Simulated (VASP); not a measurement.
# Lattice vibrations of Tc, part 3 of 3

Wanted: whether Tc is dynamically stable, and its vibrational spectrum. The start is a cell from a database of measured crystal structures.

VASP 6.6.1; PBEsol; plane waves and PAW (Tc).

So far. Step 2 (Relax the host): The run ended after 9 ionic steps, 0.027 eV below its first step, once forces and stress met EDIFFG = -0.02. Step 3 (Tight relaxation): The run ended after 4 ionic steps, 0.000 eV below its first step, once forces and stress met EDIFFG = -0.002.

## (4) Force constants in the supercell (continued)

No long-range dipole term. The phonon branches at the labelled points (cm⁻¹):

| point | branch 1 | branch 2 | branch 3 | branch 4 | branch 5 | branch 6 |
| --- | --- | --- | --- | --- | --- | --- |
| Γ | 0 | 0 | 0 | 76 | 127 | 127 |
| 0.53 of the way | 97 | 104 | 142 | 151 | 178 | 195 |
| M | 122 | 141 | 153 | 205 | 234 | 241 |
| 0.53 of the way | 151 | 158 | 174 | 199 | 231 | 236 |
| K | 172 | 183 | 183 | 193 | 229 | 229 |
| 0.47 of the way | 122 | 123 | 153 | 158 | 194 | 202 |
| Γ | 0 | 0 | 0 | 76 | 127 | 127 |
| 0.47 of the way | 53 | 53 | 122 | 122 | 138 | 152 |
| A | 99 | 99 | 99 | 99 | 209 | 209 |
| 0.47 of the way | 128 | 128 | 154 | 154 | 202 | 202 |
| L | 113 | 113 | 156 | 156 | 237 | 237 |
| 0.47 of the way | 88 | 88 | 173 | 173 | 231 | 231 |
| H | 34 | 34 | 198 | 198 | 218 | 218 |
| 0.47 of the way | 140 | 140 | 156 | 156 | 206 | 206 |
| A | 99 | 99 | 99 | 99 | 209 | 209 |
| jump to L | 113 | 113 | 156 | 156 | 237 | 237 |
| 0.47 of the way | 104 | 148 | 156 | 168 | 235 | 242 |
| M | 122 | 141 | 153 | 205 | 234 | 241 |
| jump to K | 172 | 183 | 183 | 193 | 229 | 229 |
| 0.47 of the way | 137 | 137 | 182 | 197 | 225 | 225 |
| H | 34 | 34 | 198 | 198 | 218 | 218 |

The phonon branches as a text plot (rows in cm⁻¹):

```
    237 |       ****                     ***             ****
    227 |      *   *****                *   **               **
    217 |     *         *                     *****            **
    207 |    ** ***      *        ******           *  ***   *
    197 |    * *   * *   **                   **    **     * ****
    187 |   *       ****         *              *              *
    177 |     *    **  ** *      *           *   *           **
    167 |    *    * *****  *                *     *       *
    157 |  **   ** *   * *      *     ** ***       **    ****
    146 |    *** **     * * *           *            *   ***  *
    136 | ***  ** *        * *  *    * **          *        *
    126 |**   * **       *  *****     *             **      *
    116 |  * * *           *     *  **   **       *   *    *
    106 |    **           *       * *      *          **  *
     96 |   *               *  *  **        *    *      **     *
     86 | * *              ***
     76 |**                   *  *           *
     66 |  *                   *
     56 |                   **  *               *
     45 | *                                   *                 *
     35 |                    *                 *
     25 |*                     *
     15 |*
      5 |                     *
         Γ      M    K        Γ   A       L    H       A|L M|K  H
```

Table of phonon density of states by frequency; read off at these points:

frequency (cm⁻¹), phonon density of states (states/cm⁻¹/cell) and a bar:
```
      0.0     0.0000 
     10.0     0.0001 
     20.0     0.0002 
     30.0     0.0005 
     40.0     0.0013 #
     50.0     0.0021 #
     60.0     0.0032 #
     70.0     0.0052 ##
     80.0     0.0066 ###
     90.0     0.0121 #####
    100.0     0.0175 #######
    110.0     0.0266 ###########
    120.0     0.0412 ################
    130.0     0.0492 ####################
    140.0     0.0546 ######################
    150.0     0.0599 ########################
    156.0     0.0757 ##############################
    160.0     0.0612 ########################
    170.0     0.0371 ###############
    180.0     0.0317 #############
    190.0     0.0276 ###########
    200.0     0.0287 ###########
    210.0     0.0222 #########
    220.0     0.0406 ################
    228.1     0.0621 #########################
    230.0     0.0588 #######################
    240.0     0.0133 #####
    250.0     0.0000 
    260.0     0.0000
```

Heat capacity at constant volume against temperature:

temperature (K), heat capacity at constant volume (J/K/mol of atoms) and a bar:
```
        0        0.0 
       25        0.8 #
       50        6.2 #######
       75       12.0 ###############
      100       16.1 ###################
      125       18.6 #######################
      150       20.3 #########################
      200       22.1 ###########################
      225       22.7 ###########################
      250       23.1 ############################
      275       23.4 ############################
      300       23.6 #############################
      325       23.8 #############################
      350       24.0 #############################
      375       24.1 #############################
      400       24.2 #############################
      425       24.3 #############################
      450       24.4 #############################
      475       24.4 ##############################
      525       24.5 ##############################
      550       24.5 ##############################
      575       24.6 ##############################
      600       24.6 ##############################
      625       24.6 ##############################
      650       24.7 ##############################
      675       24.7 ##############################
      700       24.7 ##############################
      725       24.7 ##############################
      750       24.7 ##############################
      775       24.7 ##############################
      800       24.8 ##############################
      850       24.8 ##############################
      875       24.8 ##############################
      900       24.8 ##############################
      925       24.8 ##############################
      950       24.8 ##############################
      975       24.8 ##############################
     1000       24.8 ##############################
```

The vibrational entropy by temperature:

| temperature (K) | vibrational entropy (J/K/mol of atoms) |
| --- | --- |
| 0 | 0 |
| 25 | 0.201 |
| 75 | 5.85 |
| 100 | 9.91 |
| 150 | 17.3 |
| 175 | 20.6 |
| 200 | 23.5 |
| 250 | 28.5 |
| 275 | 30.7 |
| 300 | 32.8 |
| 350 | 36.5 |
| 375 | 38.1 |
| 425 | 41.1 |
| 450 | 42.5 |
| 475 | 43.8 |
| 525 | 46.3 |
| 550 | 47.4 |
| 575 | 48.5 |
| 625 | 50.6 |
| 650 | 51.5 |
| 700 | 53.4 |
| 725 | 54.2 |
| 750 | 55.1 |
| 800 | 56.7 |
| 825 | 57.4 |
| 850 | 58.2 |
| 900 | 59.6 |
| 925 | 60.3 |
| 975 | 61.6 |
| 1000 | 62.2 |

## (5) Outcome

```json
{
  "highest frequency": "242 cm⁻¹",
  "lowest frequency": "-1.8e-6 cm⁻¹",
  "zero point energy": "30.3 meV/atom",
  "heat capacity 300": "23.6 J/K/mol of atoms",
  "entropy 300": "32.8 J/K/mol of atoms"
}
```

The spectrum reaches 242 cm⁻¹, and its lowest point lies at 0 cm⁻¹. No mode is imaginary, so the structure is a local minimum as far as this supercell can tell. Frequencies between the wave vectors that fit the supercell are interpolated.

[Lines on the potential files, build, host, timing and source positions are cut from VASP's logs without a mark.]

[Logs are printed without paths, hosts, clocks, repeated set-up lines and the standing remarks that a program may print on its own settings, such as how far it seeks lower states.]

[Hosts, paths, dates, database ids (printed as entryN), source tags and the programs' standing remarks are cut or masked in the printed files.]

[Runs that stopped without an error message from VASP are left out.]
